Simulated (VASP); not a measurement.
Consider the following.

```
CELL_PARAMETERS angstrom
      0.00000     2.78790     2.78790
      2.78790     0.00000     2.78790
      2.78790     2.78790     0.00000
ATOMIC_POSITIONS crystal
  Si 0.00000 0.00000 0.00000
  Si 0.25000 0.25000 0.25000
```

All values below come from PBE GGA, VASP's PBE PAW potentials (set 64) (plane waves; VASP). Settings: 520 eV cut-off, 8×8×8 Γ-centred mesh, Gaussian smearing of 0.050 eV, potentials Si.

Task: The job: Si (diamond), 2 atoms, PBE, static run, 520 eV, 8×8×8 Γ-centred mesh. Roughly how much core time does it take on a busy server core?

Result: About 7 core-seconds (one run on a shared machine, a rough figure). It had 29 irreducible k-points, 8 bands, up to 1211 plane waves and 13 electronic steps.

The compound is Si in the diamond structure. This cell is one point of a volume scan, at 1.06 of the reference volume.
